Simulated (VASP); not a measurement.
An input for Ansatz (written as the equivalent of a VASP run, and not itself run):

Ansatz 0.2 input:
```yaml
crystal:
  lattice:
    - [-1.7547300, 1.7547300, 1.7547300]
    - [1.7547300, -1.7547300, 1.7547300]
    - [1.7547300, 1.7547300, -1.7547300]
  atoms:
    - { symbol: Cd, position: [0.0000000, 0.0000000, 0.0000000] }
kpoints:
  mp_grid: { grid: [13, 13, 13] }
hamiltonian:
  xc: r2scan
  pseudopotentials: { kind: paw }
scf:
  occupations: { method: methfessel_paxton, width: 0.1 }
  max_iter: 100
relax:
  max_steps: 60
  f_tol: 0.01
  cell: {}
output: { forces: true, stress: true, eigenvalues: true }
```

### Question
Write the VASP files for the same calculation (r2SCAN).

### Answer
One answer among several that fit: 
File POSCAR:
```
Cd
1.0
 -1.7547300000   1.7547300000   1.7547300000
  1.7547300000  -1.7547300000   1.7547300000
  1.7547300000   1.7547300000  -1.7547300000
Cd
1
direct
  0.0000000000   0.0000000000   0.0000000000
```

INCAR:
```
SYSTEM = Cd
PREC = Accurate
ENCUT = 400
EDIFF = 1E-6
NELM = 100
ALGO = Normal
LREAL = .FALSE.
LASPH = .TRUE.
ISMEAR = 1
SIGMA = 0.1
METAGGA = R2SCAN
LMIXTAU = .TRUE.
LMAXMIX = 4
LWAVE = .FALSE.
LCHARG = .FALSE.
IBRION = 2
ISIF = 3
NSW = 60
EDIFFG = -0.01
```

KPOINTS:
```
kpoints
0
gamma
13 13 13
```

POTCAR, in this order: Cd (PBE.64 set). Program: vasp_std.

The two are equivalent in intent, not identical: each code has its own PAW files, so the cut-off isn't converted (ENCUT is set for VASP's; basis.ecutwfc is left out, and Ansatz then takes the one that its files recommend); Ansatz stops its SCF on the density residual and VASP on the energy change (EDIFF).

The structure was generated: Cd was put into the bcc type (Im-3m), which need not be its known phase. This run relaxes it. Symmetry was kept, so distortions that lower it aren't found.
